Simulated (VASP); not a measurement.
# MgAl16 in VASP: further runs

Runs on MgAl16. Level: PBEsol. Tasks: single point.

Program: VASP 6.6.1. These are calculated values, not measurements. Logs are shortened: lines on timing, memory, paths and dates and some standing lists are left out, and cuts for length are marked.

## 1. The slab as given

The cell holds a slab with vacuum, 17 atoms: a = 5.728 Å, b = 5.728 Å, c = 18.015 Å, α = 90.00°, β = 90.00°, γ = 60.00°.

The cell was built by a generator and needn't be a form met in nature.

## 2. Single point, PBEsol

Input file INCAR:

```
ALGO = Normal
EDIFF = 1E-6
ENCUT = 520
GGA = PS
ISIF = 2
ISMEAR = -1
LASPH = T
LCHARG = F
LREAL = Auto
LWAVE = F
NBANDS = 39
NELM = 100
PREC = Accurate
SIGMA = 0.15
```

Input file KPOINTS:

```
k-points
0
Gamma
  3 3 1
```

Input file POSCAR:

```
MgAl16
1.0
    5.7275650000      0.0000000000      0.0000000000
    2.8637820000      4.9602170000      0.0000000000
    0.0000000000      0.0000000000     18.0148060000
Al Mg
16 1
Direct
    0.0000000000      0.0000000000      0.0555098956
    0.5000000873      0.0000000000      0.0555098956
   -0.0000000504      0.5000001008      0.0555098956
    0.5000000369      0.5000001008      0.0555098956
    0.1656379343      0.1689286981      0.1852254196
    0.6666312446      0.1669771706      0.1848853660
    0.1628400798      0.6702674500      0.1845469221
    0.6671025321      0.6702440639      0.1845640192
   -0.1707290875      0.3418412944      0.3144135441
    0.3292304109      0.3419207265      0.3143770741
   -0.1689618040      0.8383461853      0.3143956144
    0.3333521738      0.8335179691      0.3128444458
    0.0071833173      0.0072837539      0.4392215492
    0.4859069832      0.0073791126      0.4390843843
   -0.0059898205      0.5125414876      0.4481603632
    0.5023080708      0.4959734625      0.4481203961
    0.7751154766      0.9492139154      0.5699858772
```

Potentials or basis: VASP PAW PBE potentials, release 64 (Al, Mg).

On the command line:

```
$ cat potpaw_PBE.64/Al/POTCAR potpaw_PBE.64/Mg/POTCAR > POTCAR
$ mpirun -np 1 vasp_std > vasp.out
```

OUTCAR:

```text
EDIFF = 1E-6
   ENCUT = 520
   GGA = PS
   ISIF = 2
   ISMEAR = -1
   LASPH = T
   LREAL = Auto
   NELM = 100
   PREC = Accurate

 ion  position               nearest neighbor table
   1  0.000  0.000  0.056-   7 2.84   6 2.86   2 2.86   3 2.86   4 2.86   4 2.86   3 2.86   2 2.86
                             5 2.87
   2  0.500  0.000  0.056-   8 2.84   6 2.86   1 2.86   3 2.86   4 2.86   4 2.86   1 2.86   3 2.86
                             5 2.87
   3  1.000  0.500  0.056-   8 2.85   7 2.85   5 2.86   4 2.86   2 2.86   1 2.86   1 2.86   4 2.86
                             2 2.86
   4  0.500  0.500  0.056-   6 2.86   7 2.86   3 2.86   2 2.86   1 2.86   1 2.86   2 2.86   3 2.86
                             8 2.86
   5  0.166  0.169  0.185-  12 2.84   3 2.86   8 2.86   7 2.86   9 2.86   6 2.86  10 2.86   6 2.86
                             7 2.86   8 2.86   2 2.87   1 2.87
   6  0.667  0.167  0.185-   7 2.84   8 2.84  11 2.85   4 2.86   1 2.86   2 2.86   5 2.86   5 2.86
                            10 2.87   9 2.87   8 2.88   7 2.88
   7  0.163  0.670  0.185-   8 2.84   1 2.84  12 2.84   6 2.84  10 2.85   3 2.85  11 2.86   5 2.86
                             4 2.86   5 2.86   6 2.88   8 2.89
   8  0.667  0.670  0.185-   7 2.84   2 2.84  12 2.84   6 2.84   9 2.85   3 2.85  11 2.86   5 2.86
                             5 2.86   4 2.86   6 2.88   7 2.89
   9  0.829  0.342  0.314-  13 2.80  12 2.83  11 2.85   8 2.85   5 2.86  10 2.86  10 2.86   6 2.87
                            11 2.88  12 2.90  16 2.90  15 2.93
  10  0.329  0.342  0.314-  14 2.79  12 2.83  11 2.85   7 2.85   9 2.86   9 2.86   5 2.86   6 2.87
                            11 2.88  12 2.90  16 2.91  15 2.93
  11  0.831  0.838  0.314-  14 2.82  13 2.83   6 2.85  10 2.85   9 2.85   7 2.86   8 2.86  12 2.86
                            12 2.86   9 2.88  10 2.88  15 2.90
  12  0.333  0.834  0.313-  14 2.79  13 2.79  10 2.83   9 2.83   5 2.84   8 2.84   7 2.84  11 2.86
                            11 2.86   9 2.90  10 2.90  16 2.96
  13  0.007  0.007  0.439-  14 2.74  12 2.79   9 2.80  17 2.81  11 2.83  16 2.85  15 2.86  15 2.88
                            16 2.89  14 2.99
  14  0.486  0.007  0.439-  13 2.74  12 2.79  10 2.79  17 2.80  11 2.82  16 2.85  15 2.86  15 2.88
                            16 2.89  13 2.99
  15  0.994  0.513  0.448-  14 2.86  13 2.86  16 2.86  16 2.87  13 2.88  14 2.88  11 2.90  10 2.93
                             9 2.93  17 3.08
  16  0.502  0.496  0.448-  13 2.85  14 2.85  15 2.86  15 2.87  13 2.89  14 2.89   9 2.90  10 2.91
                            12 2.96  17 3.49
  17  0.775  0.949  0.570-  14 2.80  13 2.81  15 3.08  16 3.49

  LATTYP: Found a hexagonal cell.
 ALAT       =     5.7275649303
 C/A-ratio  =     3.1452818465

  Lattice vectors:

 A1 = (  -2.8637820000,  -4.9602170000,   0.0000000000)
 A2 = (   5.7275650000,   0.0000000000,   0.0000000000)
 A3 = (   0.0000000000,   0.0000000000,  18.0148060000)

Analysis of symmetry for initial positions (statically):
=====================================================================
 Subroutine PRICEL returns:
 Original cell was already a primitive cell.

 Routine SETGRP: Setting up the symmetry group for a
 hexagonal supercell.

 Subroutine GETGRP returns: Found  1 space group operations
 (whereof  1 operations were pure point group operations)
 out of a pool of 24 trial point group operations.

The static configuration has the point symmetry C_1 .

Analysis of symmetry for dynamics (positions and initial velocities):
=====================================================================
 Subroutine PRICEL returns:
 Original cell was already a primitive cell.

 Routine SETGRP: Setting up the symmetry group for a
 hexagonal supercell.

 Subroutine GETGRP returns: Found  1 space group operations
 (whereof  1 operations were pure point group operations)
 out of a pool of 24 trial point group operations.

The dynamic configuration has the point symmetry C_1 .

 Subroutine INISYM returns: Found  1 space group operations
 (whereof  1 operations are pure point group operations),
 and found     1 'primitive' translations

----------------------------------------------------------------------------------------

                                     Primitive cell

  volume of cell :     511.8000

  direct lattice vectors                    reciprocal lattice vectors
     5.727565000  0.000000000  0.000000000     0.174594265 -0.100802024  0.000000000
     2.863782000  4.960217000  0.000000000     0.000000000  0.201604083  0.000000000
     0.000000000  0.000000000 18.014806000     0.000000000  0.000000000  0.055509896

  length of vectors
[... 45 lines left out ...]
Automatic generation of k-mesh.
 Grid dimensions read from file:
 generate k-points for:    3    3    1

 Generating k-lattice:

  Cartesian coordinates                     Fractional coordinates (reciprocal lattice)
     0.058198088 -0.033600675  0.000000000     0.333333333  0.000000000  0.000000000
     0.000000000  0.067201361  0.000000000     0.000000000  0.333333333  0.000000000
     0.000000000  0.000000000  0.055509896     0.000000000  0.000000000  1.000000000

  Length of vectors
     0.067201360  0.067201361  0.055509896

  Shift w.r.t. Gamma in fractional coordinates (k-lattice)
     0.000000000  0.000000000  0.000000000

 Subroutine IBZKPT returns following result:
 ===========================================

 Found      5 irreducible k-points:

 Following reciprocal coordinates:
            Coordinates               Weight
  0.000000  0.000000  0.000000      1.000000
  0.333333  0.000000  0.000000      2.000000
  0.333333  0.333333  0.000000      2.000000
  0.000000  0.333333  0.000000      2.000000
 -0.333333  0.333333  0.000000      2.000000
   k-points           NKPTS =      5   k-points in BZ     NKDIM =      5   number of bands    NBANDS=     39
   number of dos      NEDOS =    301   number of ions     NIONS =     17
   total plane-waves  NPLWV = 322560
   dimension x,y,z NGX =    48 NGY =   48 NGZ =  140
   dimension x,y,z NGXF=    96 NGYF=   96 NGZF=  280
   ions per type =              16   1
   NGX,Y,Z   is equivalent  to a cutoff of  13.93, 13.93, 12.92 a.u.
   NGXF,Y,Z  is equivalent  to a cutoff of  27.86, 27.86, 25.84 a.u.
 SYSTEM =  unknown system
   PREC   = accura    normal or accurate (medium, high low for compatibility)
   ISTART =      0    job   : 0-new  1-cont  2-samecut
   ICHARG =      2    charge: 1-file 2-atom 10-const
   ISPIN  =      1    spin polarized calculation?
   LNONCOLLINEAR =      F non collinear calculations
   LSORBIT =      F    spin-orbit coupling
   LASPH  =      T    aspherical Exc in radial PAW
   ENCUT  =  520.0 eV  38.22 Ry    6.18 a.u.  10.65 10.65 33.50*2*pi/ulx,y,z
   NELM   =    100;   NELMIN=  2; NELMDL= -5     # of ELM steps
   EDIFF  = 0.1E-05   stopping-criterion for ELM
   LREAL  =      T    real-space projection
   EDIFFG = 0.1E-04   stopping-criterion for IOM
   NSW    =      0    number of steps for IOM
   IBRION =     -1    ionic relax: 0-MD 1-quasi-New 2-CG
   NFREE  =      0    steps in history (QN), initial steepest desc. (CG)
   ISIF   =      2    stress and relaxation
   ISYM   =      2    0-nonsym 1-usesym 2-fastsym
   POTIM  = 0.5000    time-step for ionic-motion
   TEBEG  =    0.0;   TEEND  =   0.0 temperature during run
   PSTRESS=    0.0 pullay stress
   NELECT =      50.0000    total number of electrons
   NUPDOWN=      -1.0000    fix difference up-down
   EMIN   =  10.00;   EMAX   =-10.00  energy-range for DOS
   EFERMI =   0.00;   METHOD = LEGACY
   ISMEAR =    -1;   SIGMA  =   0.15  broadening in eV -4-tet -1-fermi 0-gaus
   EFERMI_NEDOS =   21; number of points for ismear=-14 and -15
   IALGO  =     38    algorithm
   IMIX   =      4    mixing-type and parameters
     AMIX     =   0.40;   BMIX     =  1.00
     AMIX_MAG =   1.60;   BMIX_MAG =  1.00
  volume/ion in A,a.u.               =      30.11       203.16
  Fermi-wavevector in a.u.,A,eV,Ry     =   0.753989  1.424832  7.734894  0.568499
  Thomas-Fermi vector in A             =   1.851553
   LORBIT       =      0    0 simple, 1 ext, 2 COOP (PROOUT), +10 PAW based schemes
   GGA     = PS    functional components
   LHFCALC =     F    Hartree Fock is set to
   AEXX    =    0.0000 exact exchange contribution
   IVDW    =     0    specifies the selected vdW correction
   LEPSILON=     F    determine dielectric tensor
   LRPA    =     F    only Hartree local field effects (RPA)
 non-spin polarized calculation
  energy-cutoff  :      520.00
  volume of cell :      511.80
 maximum number of plane-waves:     13819
 NGX is ok and might be reduce to    42
   NGX = 21   NGY = 21   NGZ = 67

 number of electron      50.0000000 magnetization

 Free energy of the ion-electron system (eV)
  ---------------------------------------------------
  ext. energy  EPLUGINS =         0.00000000
  ---------------------------------------------------
  free energy    TOTEN  =       -63.68516733 eV

  energy without entropy =      -63.10769498  energy(sigma->0) =      -63.39643116

 E-fermi :   2.7181     XC(G=0):  -6.7795

 val. band max:        2.6800742723   @ k =   0.0000   0.0000   0.0000
 cond. band min:       2.8108226498   @ k =   0.3333   0.0000   0.0000
 fundamental gap:      0.1307483775
 Fermi energy:         2.7180795206

 k-point     1 :       0.0000    0.0000    0.0000
  band No.  band energies     occupation
      1      -8.1266      2.00000
      2      -7.0981      2.00000
      3      -5.5048      2.00000
      4      -3.3705      2.00000
      5      -2.3059      2.00000
      6      -2.2922      2.00000
[... 189 lines left out ...]
     36       5.4072      0.00000
     37       5.5171      0.00000
 [bands above 37 left out]

------------------------ aborting loop because EDIFF is reached ----------------------------------------

  FORCE on cell =-STRESS in cart. coord.  units (eV):
  Direction    XX          YY          ZZ          XY          YZ          ZX
  --------------------------------------------------------------------------------------
  -------------------------------------------------------------------------------------
  Total       -5.5048409     -6.7962248      0.1735257     -0.0056631     -0.3378294     -0.0054101
  in kB      -17.2327688    -21.2754143      0.5432178     -0.0177283     -1.0575666     -0.0169363
  external PRESSURE =     -12.6549884 kB  Pullay stress =       0.0000000 kB

 VOLUME and BASIS-vectors are now :
 -----------------------------------------------------------------------------
  energy-cutoff  :      520.00
  volume of cell :      511.80
      direct lattice vectors                 reciprocal lattice vectors
     5.727565000  0.000000000  0.000000000     0.174594265 -0.100802024  0.000000000
     2.863782000  4.960217000  0.000000000     0.000000000  0.201604083  0.000000000
     0.000000000  0.000000000 18.014806000     0.000000000  0.000000000  0.055509896

 POSITION                                       TOTAL-FORCE (eV/Angst)
 -----------------------------------------------------------------------------------
      0.00000      0.00000      1.00000        -0.067495      0.004585     -0.011730
      2.86378      0.00000      1.00000         0.068007      0.004409     -0.011291
      7.15946      2.48011      1.00000         0.000128      0.042134     -0.011512
      4.29567      2.48011      1.00000         0.000317     -0.027180      0.030017
      1.43248      0.83792      3.33680         0.000683      0.001807     -0.002392
      4.29636      0.82824      3.33067        -0.000427      0.001891     -0.006147
[... 9 lines left out ...]
      4.29736      2.46014      8.07280        -0.000886     -0.001952      0.006515
      7.15787      4.70831     10.26819         0.000392     -0.048890      0.000761
 -----------------------------------------------------------------------------------
    total drift:                                0.001121      0.015413     -0.002539

  FREE ENERGIE OF THE ION-ELECTRON SYSTEM (eV)
  ---------------------------------------------------
  free  energy   TOTEN  =       -63.6851673326 eV

  energy  without entropy=      -63.1076949837  energy(sigma->0) =      -63.39643116
```

It took 2.3 min on 1 thread of Intel Xeon 6975P-C (Granite Rapids), shared host; peak memory 0.62 GiB.

What came out:

```yaml
Free_energy: -63.6852 eV
Largest_force: 0.069 eV/Å
Band_gap_on_the_k_mesh: none (metal or under the smearing width)
```

Forces in eV/Å, atoms in the order of the input:
```
Al  -0.067  0.005 -0.012
Al   0.068  0.004 -0.011
Al   0.000  0.042 -0.012
Al   0.000 -0.027  0.030
Al   0.001  0.002 -0.002
Al   0.000  0.002 -0.006
Al  -0.001  0.001 -0.001
Al   0.001  0.002 -0.001
Al   0.000  0.006  0.000
Al   0.001  0.005 -0.001
Al   0.000  0.005  0.002
Al   0.000  0.000 -0.002
Al  -0.002  0.002  0.003
Al   0.000  0.003  0.006
Al   0.000  0.001  0.001
Al  -0.001 -0.002  0.007
Mg   0.000 -0.049  0.001
```

Caveat: the k mesh is coarse (spacing up to 0.42 Å⁻¹), so the values aren't converged; the PAW data sets were made with another functional, which shifts forces and pressure a little.

## 3. Single point, PBEsol

INCAR is that of step 2.

KPOINTS is that of step 2.

Input file POSCAR:

```
MgAl16
1.0
    5.7275650000      0.0000000000      0.0000000000
    2.8637820000      4.9602170000      0.0000000000
    0.0000000000      0.0000000000     18.0148060000
Al Mg
16 1
Direct
    0.0000000000      0.0000000000      0.0555098956
    0.5000000873      0.0000000000      0.0555098956
   -0.0000000504      0.5000001008      0.0555098956
    0.5000000369      0.5000001008      0.0555098956
    0.1667262452      0.1666836350      0.1851368813
    0.6671866563      0.1657413375      0.1847812849
    0.1650687865      0.6671331113      0.1845986018
    0.6679100825      0.6671260552      0.1846300759
   -0.1679336991      0.3369757815      0.3145711922
    0.3311845585      0.3371419033      0.3144871502
   -0.1669153272      0.8342689443      0.3139386014
    0.3350333145      0.8297977689      0.3128250729
    0.0109309754     -0.0018097999      0.4392216047
    0.4910609481     -0.0017970988      0.4388835495
   -0.0041549492      0.5088382222      0.4497248541
    0.5042220752      0.4920480294      0.4467275418
    0.7180805893      1.0611959114      0.5701753880
```

Potentials or basis: VASP PAW PBE potentials, release 64 (Al, Mg).

On the command line:

```
$ cat potpaw_PBE.64/Al/POTCAR potpaw_PBE.64/Mg/POTCAR > POTCAR
$ mpirun -np 1 vasp_std > vasp.out
```

It took 2.2 min on 1 thread of Intel Xeon 6975P-C (Granite Rapids), shared host; peak memory 0.62 GiB.

The run converged. Its results:

* Free energy: -63.6710 eV
* Largest force: 0.075 eV/Å
* Band gap on the k mesh: none (metal or under the smearing width)

Forces on the atoms (eV/Å):
```
Al  -0.071  0.023 -0.006
Al   0.071  0.023 -0.006
Al   0.000  0.015 -0.003
Al   0.000 -0.059  0.013
Al   0.000  0.000 -0.002
Al   0.000  0.001 -0.006
Al   0.002 -0.002 -0.004
Al  -0.001 -0.001 -0.003
Al   0.000  0.005 -0.001
Al  -0.001  0.002  0.001
Al  -0.002  0.000 -0.005
Al   0.002 -0.005 -0.006
Al  -0.001  0.000  0.005
Al   0.002 -0.002  0.009
Al  -0.001  0.001  0.003
Al  -0.001 -0.004  0.006
Mg   0.002  0.004  0.005
```

Levels at points of the mesh, in eV from the Fermi level:
```
           k point  band 21  band 22  band 23  band 24  band 25  band 26  band 27  band 28
(0.00, 0.00, 0.00)    -2.13    -2.11    -2.08    -1.45    -0.45    -0.39    -0.29    -0.06
```

Caveat: the k mesh is coarse (spacing up to 0.42 Å⁻¹), so the values aren't converged; the PAW data sets were made with another functional, which shifts forces and pressure a little.

## 4. Single point, PBEsol

Input file INCAR:

```
SYSTEM = MgAl16
PREC = Accurate
ENCUT = 520
EDIFF = 1E-6
ISMEAR = -1
SIGMA = 0.15
LREAL = Auto
LASPH = .TRUE.
NELM = 100
ALGO = Normal
ISIF = 2
LWAVE = .FALSE.
LCHARG = .FALSE.
GGA = PS
NBANDS = 39
```

Input file KPOINTS:

```
Automatic mesh
0
G
  3 3 1
  0 0 0
```

Input file POSCAR:

```
MgAl16
1.0
    5.7275650000      0.0000000000      0.0000000000
    2.8637820000      4.9602170000      0.0000000000
    0.0000000000      0.0000000000     18.0148060000
Al Mg
16 1
Direct
    0.0000000000      0.0000000000      0.0555098956
    0.5000000873      0.0000000000      0.0555098956
   -0.0000000504      0.5000001008      0.0555098956
    0.5000000369      0.5000001008      0.0555098956
    0.1667191655      0.1666342420      0.1848335752
    0.6669514191      0.1659181443      0.1846500595
    0.1666730025      0.6658162334      0.1848759848
    0.6675541334      0.6658325634      0.1848593873
   -0.1657636515      0.3326489547      0.3141539798
    0.3330403683      0.3328380593      0.3141372713
   -0.1657503067      0.8317636103      0.3142320822
    0.3337766625      0.8327835254      0.3133428137
    0.0062112404     -0.0039103128      0.4412896259
    0.4986341231     -0.0032706230      0.4417987626
    0.0005991467      0.4985576236      0.4488032233
    0.4978658125      0.5045688525      0.4411233182
    0.6690379325      1.1699185741      0.5707466403
```

On the command line:

```
$ cat potpaw_PBE.64/Al/POTCAR potpaw_PBE.64/Mg/POTCAR > POTCAR
$ mpirun -np 1 vasp_std > vasp.out
```

Run time: 2.2 min. Hardware: 1 thread of Intel Xeon 6975P-C (Granite Rapids), shared host; peak memory 0.63 GiB.

Results (log left out):

* Free energy: -63.6776 eV
* Largest force: 0.075 eV/Å
* Band gap on the k mesh: none (metal or under the smearing width)

Forces in eV/Å, atoms in the order of the input:
```
Al  -0.063  0.036 -0.001
Al   0.063  0.035 -0.002
Al  -0.001 -0.002  0.004
Al   0.001 -0.075  0.000
Al  -0.003  0.002 -0.005
Al   0.006  0.006 -0.002
Al   0.002  0.000 -0.005
Al  -0.002 -0.006 -0.003
Al   0.004  0.007 -0.014
Al  -0.003 -0.002 -0.005
Al  -0.008 -0.006 -0.010
Al   0.009 -0.001 -0.026
Al  -0.004  0.002  0.023
Al   0.001  0.000  0.013
Al   0.002  0.004  0.011
Al  -0.001  0.001  0.020
Mg  -0.002 -0.003  0.005
```

Levels at points of the mesh, in eV from the Fermi level:
```
           k point  band 20  band 21  band 22  band 23  band 24  band 25  band 26  band 27  band 28  band 29
(0.00, 0.00, 0.00)    -2.62    -2.13    -2.10    -2.09    -1.45    -0.42    -0.42    -0.27    -0.05    -0.04
```

Caveat: the k mesh is coarse (spacing up to 0.42 Å⁻¹), so the values aren't converged; the PAW data sets were made with another functional, which shifts forces and pressure a little.
